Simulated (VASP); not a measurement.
# MnS (Rambergite): structure and properties in VASP, part 2 of 2

Aim: relax MnS (Rambergite), then compute properties on the relaxed cell. The start is a cell from a database of measured crystal structures.

VASP 6.6.1, plane waves and PAW; the level of theory is named at each step.

Still holding for the runs below: The magnetic order is the lowest of the few collinear ones that converged above; longer or canted patterns were not tried. The cell is doubled for it, so bands and modes from the zone boundary of the chemical cell fold onto Γ and the labels are those of the larger cell.

So far, gap on the k-mesh (eV): step 2 (magnetic order: ferromagnetic) 0.747; step 3 (magnetic order: antiferromagnetic within the cell) 1.63; step 6 (magnetic order: antiferromagnetic, q = (1/2, 1/2, 0)) 2.44. The relaxed cell has a, b, c = 3.932, 6.736, 6.423 Å (conventional setting).

The database entry behind the starting cell differs from later determinations by our own check (about 0.3 % short against later determinations), so it need not match the best structure at ambient conditions.

### 10. Density, ELF and potential (r2SCAN)

A single point on the relaxed cell gives a clean self-consistent state, with density, ELF and potential written out.

The input, INCAR:

```
SYSTEM = MnS
PREC = Accurate
ENCUT = 400
EDIFF = 1E-06
NELM = 100
ISMEAR = 0
SIGMA = 0.05
LREAL = .FALSE.
ALGO = Normal
METAGGA = R2SCAN
LASPH = .TRUE.
NBANDS = 51
ISPIN = 2
MAGMOM = 4.33 -4.33 4.33 -4.33 0 -0 0 -0
LMAXMIX = 4
LORBIT = 11
LWAVE = .FALSE.
LCHARG = .TRUE.
ISIF = 2
LELF = .TRUE.
LVHAR = .TRUE.
```

The input, POSCAR:

```
MnS
1.0
    7.7992791192      0.0373804432      0.0000000000
    1.9660059865      3.4052222566      0.0000000000
    0.0000000000      0.0000000000      6.4234213796
Mn S
4 4
Direct
    0.8323392512      0.6676607488      0.0056383006
    0.3323392512      0.6676607488      0.0056383006
    0.1676607488      0.3323392512      0.5056383006
    0.6676607488      0.3323392512      0.5056383006
    0.8334347064      0.6665652936      0.3793616994
    0.3334347064      0.6665652936      0.3793616994
    0.1665652936      0.3334347064      0.8793616994
    0.6665652936      0.3334347064      0.8793616994
```

The input, KPOINTS:

```
Automatic mesh
0
Gamma
6 6 3
0 0 0
```

PAW data sets: Mn_pv and S (PBE family, release 64).

Run with:

```
> mpirun -np 8 vasp_std
```

Wall time 3.3 min (8 MPI ranks of AMD EPYC 9R45, shared host); peak memory 1.3 GiB.

With spin, VASP writes an ELF for each channel.

This step gave:

- SCF cycles: 19
- bands: 56
- Fermi energy: 3.797 eV
- pressure: -0.01164 GPa

Valence electrons inside each PAW sphere by angular momentum. Sphere charges, by row:

```csv
atom,s (e),p (e),d (e),tot (e)
Mn1,0.275,6.214,4.916,11.41
Mn2,0.275,6.214,4.916,11.41
Mn3,0.275,6.214,4.916,11.41
Mn4,0.275,6.214,4.916,11.41
S5,1.302,2.493,0,3.794
S6,1.302,2.493,0,3.794
S7,1.302,2.493,0,3.794
S8,1.302,2.493,0,3.794
```

Spin density in the ac plane at fractional y = 0.332, with atoms of Mn and S within 0.2 Å of it.

Values in e/Å³, 10 rows by 16 columns, each cell a mean:
```
 0.0  0.0  0.0  0.0  0.0  0.0 -0.1  0.0  0.0  0.0  0.0  0.0  0.0  0.0  0.1  0.0
 0.0  0.0  0.0  0.0  0.0  0.0  0.0  0.0  0.0  0.0  0.0  0.0  0.0  0.0  0.0  0.0
 0.0  0.0  0.0  0.0  0.0  0.0  0.0  0.0  0.0  0.0  0.0  0.0  0.0  0.0  0.0  0.0
 0.0  0.1  0.4  0.4  0.1  0.0  0.0  0.0  0.0 -0.1 -0.4 -0.4 -0.1  0.0  0.0  0.0
 0.1  0.8  4.2  3.4  0.5  0.0  0.0  0.0 -0.1 -0.9 -4.2 -3.4 -0.5 -0.1  0.0  0.0
 0.0  0.5  2.4  2.0  0.3  0.0  0.0  0.0  0.0 -0.5 -2.4 -1.9 -0.3  0.0  0.0  0.0
 0.0  0.1  0.1  0.1  0.0  0.0  0.0  0.0  0.0 -0.1 -0.1 -0.1  0.0  0.0  0.0  0.0
 0.0  0.0  0.0  0.0  0.0  0.0  0.0  0.0  0.0  0.0  0.0  0.0  0.0  0.0  0.0  0.0
 0.0  0.0  0.0  0.0  0.0  0.0  0.0  0.0  0.0  0.0  0.0  0.0  0.0  0.0  0.0  0.0
 0.0  0.0  0.0  0.0  0.0  0.0 -0.1 -0.1  0.0  0.0  0.0  0.0  0.0  0.0  0.1  0.1
```
Columns run along a (7.8 Å), rows up along c (6.4 Å). Atoms in or near the plane, at fractional coordinates: Mn at (0.17, 0.51), Mn at (0.67, 0.51), S at (0.17, 0.88), S at (0.67, 0.88).

Electrostatic potential energy in the ac plane at fractional y = 0.332, with atoms of Mn and S within 0.2 Å of it. With pseudopotentials it is smooth inside the atoms' cores, unlike the true potential.

Ten even steps from '0' (-70 eV) to '9' (4 eV), each cell a mean:
```
9851158999998511589999
9710028999997100289999
9720028999998200289999
9962269999999623699999
9998899999999988999999
9998899999999989999999
9976679999999766799999
9753358999998533589999
9742247999997422479999
9743347999997433479999
9865578999998655789999
9998899999999988999999
9999999999999999999999
9999999999999999999999
9999999999999999999999
9999999999999999999999
9999999999999999999999
9987899999999878899999
```
Columns run along a (7.8 Å; values clipped at the 3rd and 97th percentile), rows up along c (6.4 Å). Atoms in or near the plane, at fractional coordinates: Mn at (0.17, 0.51), Mn at (0.67, 0.51), S at (0.17, 0.88), S at (0.67, 0.88).

Valence density in the ac plane at fractional y = 0.332, with atoms of Mn and S within 0.2 Å of it. It is the smooth field of the valence electrons, not physical close to the nuclei.

Ten steps, logarithmic in the rise over the least value, from '_' (0 e/Å³) to '@' (14 e/Å³), each cell a mean:
```
::--========--::......::--========--::......
::====::--==--::......::--==::--==--::......
::--==----==--::____..::--==----==--::..__..
..--========::..______..--========::..______
..::--------::________..::--------::________
__..::::::::..__________..::::::::..________
__..--++++--..__________..--++++--..________
..--**%%%%**::..______..::**%%%%**::..______
..==%%@@@@##--..........--%%@@@@##--........
::--##@@@@**--::::::::::--##@@@@##--::::::::
::::==****==::::::::::::::==****==::::::::::
......::::......::::::......::::......::::::
..____________..........____________........
________________....__________________......
____________________________________________
____________________________________________
......::::..................::::............
..::--------::..........::--------::........
```
Columns run along a (7.8 Å), rows up along c (6.4 Å). Atoms in or near the plane, at fractional coordinates: Mn at (0.17, 0.51), Mn at (0.67, 0.51), S at (0.17, 0.88), S at (0.67, 0.88).

In this run the pressure is -0.01 GPa, small enough to go on.

### 11. Band structure (r2SCAN)

Levels along the symmetry lines show where the bands peak and cross; KPOINTS_OPT computes them in the converged potential.

The input, INCAR:

```
SYSTEM = MnS
PREC = Accurate
ENCUT = 400
EDIFF = 1E-06
NELM = 100
ISMEAR = 0
SIGMA = 0.05
LREAL = .FALSE.
ALGO = Normal
METAGGA = R2SCAN
LASPH = .TRUE.
NBANDS = 63
ISPIN = 2
MAGMOM = 4.287 -4.287 4.287 -4.287 -0.002 0.002 -0.002 0.002
LMAXMIX = 4
LORBIT = 11
LWAVE = .FALSE.
LCHARG = .FALSE.
KPAR = 8
```

POSCAR is that of step 10.

KPOINTS is that of step 10.

The input, KPOINTS_OPT:

```
Line mode
12
Line-mode
Reciprocal
  0.00000000   0.00000000   0.00000000 GAMMA
  0.50000000   0.50000000   0.00000000 X

  0.50000000   0.50000000   0.00000000 X
  0.50000000   0.50000000  -0.50000000 S

  0.50000000   0.50000000  -0.50000000 S
  0.00000000   0.00000000  -0.50000000 Y

  0.00000000   0.00000000  -0.50000000 Y
  0.00000000   0.00000000   0.00000000 GAMMA

  0.00000000   0.00000000   0.00000000 GAMMA
 -0.50000000   0.00000000   0.00000000 Z

 -0.50000000   0.00000000   0.00000000 Z
  0.00000000   0.50000000   0.00000000 U

  0.00000000   0.50000000   0.00000000 U
  0.00000000   0.50000000  -0.50000000 R

  0.00000000   0.50000000  -0.50000000 R
 -0.50000000   0.00000000  -0.50000000 T

 -0.50000000   0.00000000  -0.50000000 T
 -0.50000000   0.00000000   0.00000000 Z

  0.00000000   0.00000000  -0.50000000 Y
 -0.50000000   0.00000000  -0.50000000 T

  0.00000000   0.50000000   0.00000000 U
  0.50000000   0.50000000   0.00000000 X

  0.50000000   0.50000000  -0.50000000 S
  0.00000000   0.50000000  -0.50000000 R
```

Run with:

```
> mpirun -np 8 vasp_std
```

The job ended after 9.5 min (8 MPI ranks; peak memory 5.7 GiB; 69 min of CPU time).

This step gave:

* SCF cycles: 18
* bands: 63
* Fermi energy: 3.912 eV
* pressure: -0.01081 GPa
* least gap on mesh and path: 2.413 eV
* least direct gap on mesh and path: 2.462 eV
* conduction bottom at k: -0.04545, 0.4545, 0
* least direct gap at k: -0.04545, 0, 0

Both spin channels agree. Electronic bands along the path, in eV, zero at the valence-band top; v1 is the highest filled band, c1 the lowest empty one:

```
          point     v4     v3     v2     v1    c1    c2    c3    c4
              Γ  -0.34  -0.33  -0.07  -0.04  2.42  2.90  2.94  3.15
0.45 of the way  -0.79  -0.52  -0.44  -0.42  2.53  2.73  2.76  3.00
              X  -1.35  -1.29  -0.70  -0.61  2.58  2.64  2.70  2.95
0.45 of the way  -1.33  -1.33  -0.78  -0.53  2.57  2.78  2.79  3.04
              S  -1.30  -1.30  -0.61  -0.61  2.58  2.58  2.89  2.89
0.45 of the way  -0.80  -0.80  -0.46  -0.46  2.68  2.68  2.96  2.96
              Y  -0.26  -0.26  -0.06  -0.06  2.81  2.81  3.15  3.15
0.45 of the way  -0.37  -0.26  -0.07  -0.05  2.61  2.81  3.02  3.21
              Γ  -0.34  -0.33  -0.07  -0.04  2.42  2.90  2.94  3.15
0.45 of the way  -0.40  -0.27  -0.15  -0.01  2.53  2.93  2.96  3.16
              Z  -0.48  -0.23  -0.21   0.00  2.74  2.92  2.94  3.26
0.45 of the way  -0.75  -0.66  -0.40  -0.28  2.59  2.61  2.81  2.90
              U  -1.37  -1.19  -0.87  -0.14  2.42  2.44  2.51  2.63
0.45 of the way  -1.27  -1.23  -0.61  -0.28  2.51  2.53  2.62  2.64
              R  -0.91  -0.91  -0.52  -0.52  2.59  2.59  2.88  2.88
0.55 of the way  -0.68  -0.68  -0.44  -0.44  2.60  2.60  2.99  2.99
              T  -0.40  -0.40  -0.09  -0.09  2.89  2.89  3.23  3.23
0.45 of the way  -0.49  -0.22  -0.17  -0.03  2.85  2.94  3.04  3.20
              Z  -0.48  -0.23  -0.21   0.00  2.74  2.92  2.94  3.26
      jump to Y  -0.26  -0.26  -0.06  -0.06  2.81  2.81  3.15  3.15
0.45 of the way  -0.32  -0.32  -0.07  -0.07  2.84  2.84  3.18  3.18
              T  -0.40  -0.40  -0.09  -0.09  2.89  2.89  3.23  3.23
      jump to U  -1.37  -1.19  -0.87  -0.14  2.42  2.44  2.51  2.63
0.45 of the way  -1.44  -1.19  -0.80  -0.35  2.47  2.57  2.60  2.79
              X  -1.35  -1.29  -0.70  -0.61  2.58  2.64  2.70  2.95
      jump to S  -1.30  -1.30  -0.61  -0.61  2.58  2.58  2.89  2.89
```

Of the projections kept (Mn, S), the largest for each band there; the rest of the weight can lie on other orbitals:

```csv
point,v4,v3,v2,v1,c1,c2,c3,c4
Γ,Mn 0.70,Mn 0.70,Mn 0.63,Mn 0.67,Mn 0.98,Mn 0.91,Mn 1.00,Mn 0.76
X,Mn 0.78,Mn 0.78,Mn 0.72,Mn 0.71,Mn 0.98,Mn 0.98,Mn 0.99,Mn 0.99
S,Mn 0.81,Mn 0.81,Mn 0.65,Mn 0.65,Mn 0.99,Mn 0.99,Mn 0.98,Mn 0.98
Y,Mn 0.66,Mn 0.66,Mn 0.65,Mn 0.65,Mn 0.99,Mn 0.99,Mn 0.98,Mn 0.98
Γ,Mn 0.70,Mn 0.70,Mn 0.63,Mn 0.67,Mn 0.98,Mn 0.91,Mn 1.00,Mn 0.76
Z,Mn 0.75,Mn 0.67,Mn 0.64,Mn 0.65,Mn 0.96,Mn 0.97,Mn 1.00,Mn 0.94
```

The path finds the gap of the mesh within 0.02 eV, so the mesh comes close to both band edges.

### 12. Density of states (r2SCAN)

Here the states are counted by energy and projected on the atoms. The mesh is finer than in the run before.

Edit INCAR of step 11 so:

```diff
@@ -5,3 +5,3 @@
 NELM = 100
-ISMEAR = 0
+ISMEAR = -5
 SIGMA = 0.05
@@ -19 +19,2 @@
 KPAR = 8
+NEDOS = 2001
```

POSCAR is that of step 11.

The input, KPOINTS:

```
Automatic mesh
0
Gamma
8 8 5
0 0 0
```

Run with:

```
> mpirun -np 8 vasp_std
```

Elapsed: 7.5 min, on 8 MPI ranks; peak memory 6.3 GiB; 55 min of CPU time.

This step gave:

```
irreducible k-points           : 75
free energy (TOTEN)            : -100.2768 eV
Fermi energy                   : 3.558 eV
pressure                       : -0.008261 GPa
conduction bottom at k         : 0, 0, 0
least direct gap at k          : 0, 0, 0
least direct gap on the k-mesh : 2.462 eV
```

The density of states has structure finer than the step of the table below, so its rows give means over 0.5 eV, whole bins alone (the curve runs from -12.0 to 3.25 eV). Peaks (eV: height): total -4.36: 17.6, -3.83: 22.2, -3.30: 18.0, -2.25: 22.7; Mn d -3.83: 9.91, -3.30: 6.83, -2.25: 18.5, 2.93: 11.0; S p -4.36: 5.07, -3.83: 5.43, -3.30: 5.01, -2.78: 3.66; Mn s -4.47: 1.28, -2.25: 0.240, 2.82: 0.188; Mn p -3.83: 0.374, -3.30: 0.380, -2.78: 0.313, -0.45: 0.419.

States under -12.0 eV and over 3.2 eV are left out; both spin channels agree and are summed. Density of states against energy, zero at the valence-band top; means over each step; values in states/eV/cell:

```csv
energy (eV),total,Mn d,S p,Mn s,Mn p,S s
-5.5,0,0,0,0,0,0
-5.0,0.258,0.0222,0.0775,0.0275,0.00349,6.6e-4
-4.5,11.8,1.93,3.45,0.912,0.173,0.0470
-4.0,10.0,3.77,2.59,0.242,0.164,0.0198
-3.5,14.9,5.85,3.99,0.200,0.296,0.0270
-3.0,9.17,3.01,2.81,0.143,0.213,0.0196
-2.5,6.37,4.23,0.827,0.0612,0.0717,0.0108
-2.0,8.94,6.46,0.870,0.0797,0.106,0.0164
-1.5,6.66,3.88,1.12,0.0617,0.149,0.0225
-1.0,7.99,4.25,1.50,0.0942,0.205,0.0563
-0.5,9.55,4.56,2.19,0.0535,0.295,0.0491
0.0,2.34,1.08,0.596,0.00763,0.0710,0.00687
0.5,0,0,0,0,0,0
1.0,0,0,0,0,0,0
1.5,0,0,0,0,0,0
2.0,0,0,0,0,0,0
2.5,6.75,4.72,0.0861,0.0733,0.0703,0.0142
```

The gap on this mesh is 2.42 eV. In the top eV of the valence band the largest shares in the PAW spheres are Mn d 49 % and S p 22 %; in the lowest eV of the conduction band, Mn d 72 %. The rest lies in smaller channels or between the spheres.

### 13. Electric field gradients (r2SCAN)

Field gradients probe how far the charge around each nucleus departs from cubic symmetry; LASPH keeps the non-spherical terms inside the spheres.

Edit INCAR of step 12 so:

```diff
@@ -3,5 +3,5 @@
 ENCUT = 400
-EDIFF = 1E-06
+EDIFF = 1E-07
 NELM = 100
-ISMEAR = -5
+ISMEAR = 0
 SIGMA = 0.05
@@ -11,3 +11,3 @@
 LASPH = .TRUE.
-NBANDS = 63
+NBANDS = 51
 ISPIN = 2
@@ -19,2 +19,2 @@
 KPAR = 8
-NEDOS = 2001
+LEFG = .TRUE.
```

POSCAR is that of step 12.

The input, KPOINTS:

```
Automatic mesh
0
Gamma
6 6 3
0 0 0
```

Run with:

```
> mpirun -np 8 vasp_std
```

Elapsed: 3 min, on 8 MPI ranks; peak memory 3.7 GiB; 22 min of CPU time.

Numbers from this step:

| Property | Result |
| --- | --- |
| SCF cycles | 21 |
| bands | 51 |
| irreducible k-points | 32 |
| free energy (TOTEN) | -100.2764 eV |
| Fermi energy | 3.802 eV |
| pressure | -0.01219 GPa |
| least direct gap on the k-mesh | 2.463 eV |

Electric field gradients, by row:

| atom | Vxx (V/Å²) | Vyy (V/Å²) | Vzz (V/Å²) | asymmetry |
| --- | --- | --- | --- | --- |
| Mn1 | -1.12 | -0.857 | 1.977 | 0.133 |
| Mn2 | -1.12 | -0.857 | 1.977 | 0.133 |
| Mn3 | -1.12 | -0.857 | 1.977 | 0.133 |
| Mn4 | -1.12 | -0.857 | 1.977 | 0.133 |
| S5 | -1.403 | -0.208 | 1.611 | 0.742 |
| S6 | -1.403 | -0.208 | 1.611 | 0.742 |
| S7 | -1.403 | -0.208 | 1.611 | 0.742 |
| S8 | -1.403 | -0.208 | 1.611 | 0.742 |

The largest gradient, 1.98 V/Å², sits on Mn1 and like sites; times the quadrupole moment of a nucleus that has one, it gives the coupling that NMR and NQR see.

### 14. Independent-particle dielectric function (r2SCAN)

LOPTICS sums transitions from filled to empty bands. The mesh is finer than in the run before. NBANDS is raised for it.

Edit INCAR of step 13 so:

```diff
@@ -3,3 +3,3 @@
 ENCUT = 400
-EDIFF = 1E-07
+EDIFF = 1E-06
 NELM = 100
@@ -11,3 +11,3 @@
 LASPH = .TRUE.
-NBANDS = 51
+NBANDS = 102
 ISPIN = 2
@@ -19,2 +19,4 @@
 KPAR = 8
-LEFG = .TRUE.
+LOPTICS = .TRUE.
+NEDOS = 1500
+CSHIFT = 0.1
```

POSCAR is that of step 13.

The input, KPOINTS:

```
Automatic mesh
0
Gamma
8 8 4
0 0 0
```

Run with:

```
> mpirun -np 8 vasp_std
```

It took 13 min on 8 MPI ranks; peak memory 18 GiB.

These are independent-particle spectra without excitons or local fields, and fine structure depends on the mesh and on CSHIFT.

This step gave:

| Quantity | Value |
| --- | --- |
| SCF cycles | 19 |
| bands | 102 |
| irreducible k-points | 75 |
| free energy (TOTEN) | -100.2767 eV |
| Fermi energy | 3.740 eV |
| pressure | -0.01104 GPa |

The imaginary dielectric function has structure finer than the step of the table below, so its rows give means over 0.5 eV, whole bins alone (the curve runs from 0 to 25.0 eV). Peaks (eV: height): xx 4.21: 8.24, 8.79: 5.91; yy 3.34: 7.08, 6.93: 5.45, 8.72: 5.95; zz 3.16: 8.43, 4.02: 7.69, 6.50: 5.73, 8.72: 5.81.

Table of imaginary dielectric function by photon energy; means over each step:

| photon energy (eV) | xx | yy | zz |
| --- | --- | --- | --- |
| 0.5 | 0.0241 | 0.0218 | 0.0243 |
| 1.0 | 0.0542 | 0.0486 | 0.0547 |
| 1.5 | 0.102 | 0.0903 | 0.103 |
| 2.0 | 0.205 | 0.180 | 0.205 |
| 2.5 | 0.767 | 0.654 | 0.647 |
| 3.0 | 4.49 | 3.58 | 5.44 |
| 3.5 | 7.62 | 6.77 | 7.34 |
| 4.0 | 7.60 | 6.69 | 7.01 |
| 4.5 | 5.27 | 4.86 | 4.37 |
| 5.0 | 3.04 | 3.46 | 3.04 |
| 5.5 | 3.88 | 4.26 | 3.93 |
| 6.0 | 4.50 | 4.96 | 5.04 |
| 6.5 | 4.52 | 4.91 | 5.59 |
| 7.0 | 4.87 | 5.22 | 5.32 |
| 7.5 | 4.73 | 5.03 | 4.50 |
| 8.0 | 4.74 | 4.61 | 5.39 |
| 8.5 | 5.24 | 5.35 | 5.47 |
| 9.0 | 5.71 | 5.59 | 5.19 |
| 9.5 | 4.91 | 5.08 | 4.16 |
| 10.0 | 3.88 | 3.86 | 3.65 |
| 10.5 | 3.46 | 3.37 | 3.54 |
| 11.0 | 3.15 | 3.08 | 3.24 |
| 11.5 | 2.55 | 2.60 | 2.76 |
| 12.0 | 2.24 | 2.21 | 2.40 |
| 12.5 | 1.92 | 1.93 | 1.78 |
| 13.0 | 1.58 | 1.62 | 1.51 |
| 13.5 | 1.39 | 1.37 | 1.26 |
| 14.0 | 1.20 | 1.20 | 1.08 |
| 14.5 | 1.01 | 1.05 | 0.978 |
| 15.0 | 0.915 | 0.940 | 0.941 |
| 15.5 | 0.849 | 0.820 | 0.830 |
| 16.0 | 0.782 | 0.741 | 0.859 |
| 16.5 | 0.742 | 0.743 | 0.883 |
| 17.0 | 0.707 | 0.700 | 0.764 |
| 17.5 | 0.694 | 0.674 | 0.652 |
| 18.0 | 0.647 | 0.664 | 0.517 |
| 18.5 | 0.538 | 0.521 | 0.536 |
| 19.0 | 0.502 | 0.511 | 0.494 |
| 19.5 | 0.413 | 0.416 | 0.409 |
| 20.0 | 0.392 | 0.388 | 0.389 |
| 20.5 | 0.376 | 0.369 | 0.377 |
| 21.0 | 0.329 | 0.331 | 0.303 |
| 21.5 | 0.303 | 0.303 | 0.300 |
| 22.0 | 0.248 | 0.248 | 0.258 |
| 22.5 | 0.237 | 0.234 | 0.230 |
| 23.0 | 0.218 | 0.216 | 0.216 |
| 23.5 | 0.205 | 0.202 | 0.201 |
| 24.0 | 0.190 | 0.186 | 0.178 |
| 24.5 | 0.179 | 0.174 | 0.169 |

Real dielectric function against photon energy:

```csv
photon energy (eV),xx,yy,zz
0.0,6.21,6.03,6.24
0.5,6.27,6.08,6.30
1.0,6.46,6.25,6.49
1.5,6.83,6.58,6.87
2.0,7.53,7.20,7.57
2.5,9.10,8.52,9.14
3.0,11.1,10.5,12.3
3.5,6.67,6.82,6.15
4.0,4.71,4.43,4.34
4.5,0.893,2.32,1.77
5.0,2.79,3.74,3.36
5.5,4.19,4.51,4.71
6.0,3.33,3.42,4.21
6.5,3.18,3.40,3.07
7.0,2.44,2.30,1.73
7.5,2.26,1.91,2.12
8.0,2.05,1.75,1.99
8.5,1.93,2.09,1.33
9.0,0.538,0.643,-0.253
9.5,-0.766,-0.777,-0.694
10.0,-0.912,-1.08,-0.458
10.5,-0.727,-0.811,-0.595
11.0,-1.22,-1.18,-1.14
11.5,-0.999,-1.01,-0.920
12.0,-1.04,-1.03,-1.21
12.5,-1.09,-1.03,-1.18
13.0,-0.879,-0.939,-0.968
13.5,-0.842,-0.794,-0.788
14.0,-0.716,-0.666,-0.662
14.5,-0.502,-0.518,-0.438
15.0,-0.426,-0.495,-0.339
15.5,-0.279,-0.337,-0.295
16.0,-0.220,-0.226,-0.0958
16.5,-0.150,-0.122,-0.167
17.0,-0.0841,-0.0860,-0.216
17.5,-0.0783,-0.0694,-0.184
18.0,-0.0796,-0.0849,-0.0918
18.5,-0.0453,-0.0493,-0.00107
19.0,0.00696,0.0123,0.00981
19.5,0.0380,0.0390,0.0425
20.0,0.116,0.105,0.120
20.5,0.146,0.144,0.129
21.0,0.159,0.164,0.162
21.5,0.194,0.190,0.218
22.0,0.224,0.226,0.229
22.5,0.292,0.287,0.286
23.0,0.309,0.307,0.303
23.5,0.346,0.347,0.341
24.0,0.367,0.363,0.366
24.5,0.381,0.389,0.392
```

### 15. A single point (r2SCAN), changed input

A single point gives energy, forces and stress at these settings. Some settings are moved from the usual, to see what they do.

The input, INCAR:

```
SYSTEM = MnS
PREC = Medium
ENCUT = 250
EDIFF = 1E-06
NELM = 100
ISMEAR = -1
SIGMA = 0.1
LREAL = .FALSE.
ALGO = Normal
METAGGA = R2SCAN
LASPH = .TRUE.
NBANDS = 51
ISPIN = 2
MAGMOM = 4.287 -4.287 4.287 -4.287 -0.002 0.002 -0.002 0.002
LMAXMIX = 4
LORBIT = 11
LWAVE = .FALSE.
LCHARG = .FALSE.
KPAR = 8
ISIF = 2
```

POSCAR is that of step 14.

The input, KPOINTS:

```
Automatic mesh
0
Gamma
6 6 3
0 0 0
```

Run with:

```
> mpirun -np 8 vasp_std
```

The job ended after 40 s (8 MPI ranks; peak memory 1.8 GiB; 4.7 min of CPU time).

The run converged; its settings lie outside those of the reference runs, so its numbers are set aside.

Against the sound run on this cell (electric field gradients (r2SCAN)) the energy at zero smearing moves by +37.1 meV an atom and the pressure by -8.29 GPa.

Settings moved from the usual: PREC = Medium, ENCUT = 250, ISMEAR = -1 and SIGMA = 0.1.

The cutoff falls from 400 to 250 eV, which shrinks the basis; the stress suffers most (Pulay stress), and PAW energies need not rise evenly as the basis shrinks. PREC = Medium changes the FFT grids.

### 16. Results

```yaml
relaxed_volume: 21.27 Å³/atom
relaxed_conventional_cell_a_b_c: 3.932, 6.736, 6.423 Å
space_group_after_relaxing_within_0p02_a: Cmc2_1 (No. 36)
moment_of_the_cell_8x8x5_mesh: 0 μB
largest_site_moment_8x8x5_mesh: 4.29 μB on Mn1
band_gap: 2.41 eV, indirect (least direct gap of that run 2.46 eV)
gap_among_the_points_of_the_dos_mesh_alone_an_upper_bound: 2.42 eV
largest_field_gradient_vzz: 1.98 V/Å² on Mn1
strongest_peak_of_eps_2_mean_over_directions: 3.34 eV
eps_1_at_zero_frequency_no_local_fields_mean: 6.16
```

**Reading.** With r2SCAN, MnS (Rambergite) relaxes to 21.27 Å³/atom in space group Cmc2_1, has an indirect gap of 2.41 eV and keeps moments of up to 4.29 μB (8×8×5 mesh). Against the listed cell the volume lies -3.4 %, and the symmetry falls from P6_3mc to Cmc2_1, as the imposed magnetic order allows. Band structure (r2SCAN): On this path the gap is indirect, 2.41 eV, with the valence top at Z and the conduction bottom between Z and U. The least direct gap is 2.46 eV. Semilocal functionals usually underestimate gaps. Only a few collinear orders were tried, on the cell as listed. No search among competing phases was made, and a listed structure need not be the one stable at ambient conditions. All values are for a static lattice at zero temperature.

[Lines on the potential files, build, host, timing and source positions are cut from VASP's logs without a mark.]

[Logs are printed without paths, hosts, clocks, repeated set-up lines and the standing remarks that a program may print on its own settings, such as how far it seeks lower states.]

[Hosts, paths, dates, database ids (printed as entryN), source tags and the programs' standing remarks are cut or masked in the printed files.]

[A measured line is paired with the nearest computed mode of its activity, which favours agreement.]

[In band tables of VASP the shares of atoms and orbitals are scaled to a sum of 1 inside the atoms' spheres.]
